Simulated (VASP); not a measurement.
Computed with PBE GGA, VASP's PBE PAW potentials (set 64) (plane waves; VASP).

Input for VASP

File KPOINTS:
```
Automatic mesh
0
Gamma
8 8 8
0 0 0
```

### INCAR
```
LASPH = .TRUE.   # aspherical one-centre terms
LREAL = .FALSE.   # projection in real space or not
LCHARG = .FALSE.
PREC = Accurate
SIGMA = 0.05
LWAVE = .FALSE.
GGA = PE
ISIF = 2   # forces and stress, cell fixed
EDIFF = 1E-6   # SCF stop (eV)
SYSTEM = MgS
ENCUT = 400   # plane-wave cut-off (eV)
ISMEAR = 0   # Gaussian
NELM = 100   # most electronic steps
ALGO = Normal   # blocked Davidson
```

**POSCAR**
```
MgS
1
    0.0000000000     2.6520000000     2.6520000000
    2.6520000000     0.0000000000     2.6520000000
    2.6520000000     2.6520000000     0.0000000000
Mg S
1 1
Direct
  0.0000000000   0.0000000000   0.0000000000
  0.5000000000   0.5000000000   0.5000000000
```

POTCAR, in this order: Mg S (PBE.64 set). Program: vasp_std.

What VASP printed:

OUTCAR:
```
 ion  position               nearest neighbor table
   1  0.000  0.000  0.000-   2 2.65   2 2.65   2 2.65   2 2.65   2 2.65   2 2.65
   2  0.500  0.500  0.500-   1 2.65   1 2.65   1 2.65   1 2.65   1 2.65   1 2.65
  LATTYP: Found a face centered cubic cell.
 ALAT       =     5.3040000000
 Subroutine PRICEL returns:
 Original cell was already a primitive cell.
 Subroutine GETGRP returns: Found 48 space group operations
The static configuration has the point symmetry O_h .
The dynamic configuration has the point symmetry O_h .
 Subroutine INISYM returns: Found 48 space group operations
 Subroutine IBZKPT returns following result:
 Found     29 irreducible k-points:

 Following reciprocal coordinates:
            Coordinates               Weight
  0.000000  0.000000  0.000000      1.000000
  0.125000  0.000000  0.000000      8.000000
  0.250000  0.000000  0.000000      8.000000
  0.375000  0.000000  0.000000      8.000000
  0.500000  0.000000  0.000000      4.000000
  0.125000  0.125000  0.000000      6.000000
  0.250000  0.125000  0.000000     24.000000
  0.375000  0.125000  0.000000     24.000000
  0.500000  0.125000  0.000000     24.000000
...
```

OSZICAR:
```
       N       E                     dE             d eps       ncg     rms          rms(c)
DAV:   1     0.191756397290E+02    0.19176E+02   -0.31972E+03   464   0.647E+02
DAV:   2    -0.806669317661E+01   -0.27242E+02   -0.26128E+02   632   0.981E+01
DAV:   3    -0.891302233352E+01   -0.84633E+00   -0.84633E+00   576   0.239E+01
DAV:   4    -0.891688561868E+01   -0.38633E-02   -0.38633E-02   720   0.184E+00
DAV:   5    -0.891688931304E+01   -0.36944E-05   -0.36944E-05   624   0.484E-02    0.417E+00
DAV:   6    -0.852812486161E+01    0.38876E+00   -0.10420E+00   504   0.494E+00    0.326E+00
DAV:   7    -0.848651385967E+01    0.41611E-01   -0.23739E-01   632   0.255E+00    0.222E+00
DAV:   8    -0.848609263053E+01    0.42123E-03   -0.14964E-02   560   0.102E+00    0.899E-01
DAV:   9    -0.848586335414E+01    0.22928E-03   -0.64812E-04   560   0.199E-01    0.302E-01
DAV:  10    -0.848590231633E+01   -0.38962E-04   -0.17994E-04   656   0.848E-02    0.129E-02
DAV:  11    -0.848590028545E+01    0.20309E-05   -0.21921E-05   528   0.241E-02    0.134E-02
DAV:  12    -0.848590025088E+01    0.34565E-07   -0.43046E-07   360   0.567E-03
   1 F= -.84859003E+01 E0= -.84859003E+01  d E =-.431972E-14
```

OUTCAR:
```
------------------------ aborting loop because EDIFF is reached ----------------------------------------
  FORCE on cell =-STRESS in cart. coord.  units (eV):
  Direction    XX          YY          ZZ          XY          YZ          ZX
  --------------------------------------------------------------------------------------
  Total       -0.7273967     -0.7273967     -0.7273967      0.0000000      0.0000000     -0.0000000
  in kB      -31.2414637    -31.2414637    -31.2414637      0.0000000      0.0000000     -0.0000000
  external PRESSURE =     -31.2414637 kB  Pullay stress =       0.0000000 kB
  volume of cell :       37.30
      direct lattice vectors                 reciprocal lattice vectors
     0.000000000  2.652000000  2.652000000    -0.188536953  0.188536953  0.188536953
     2.652000000  0.000000000  2.652000000     0.188536953 -0.188536953  0.188536953
     2.652000000  2.652000000  0.000000000     0.188536953  0.188536953 -0.188536953
 POSITION                                       TOTAL-FORCE (eV/Angst)
 -----------------------------------------------------------------------------------
      0.00000      0.00000      0.00000        -0.000000      0.000000      0.000000
      2.65200      2.65200      2.65200         0.000000     -0.000000     -0.000000
 -----------------------------------------------------------------------------------
    total drift:                               -0.000000     -0.000000      0.000000
  FREE ENERGIE OF THE ION-ELECTRON SYSTEM (eV)
  ---------------------------------------------------
  free  energy   TOTEN  =        -8.4859002509 eV

  energy  without entropy=       -8.4859002509  energy(sigma->0) =       -8.48590025
```
(Selected blocks of OUTCAR.)

The compound is MgS in the rock salt structure. The cell was not relaxed at this level.
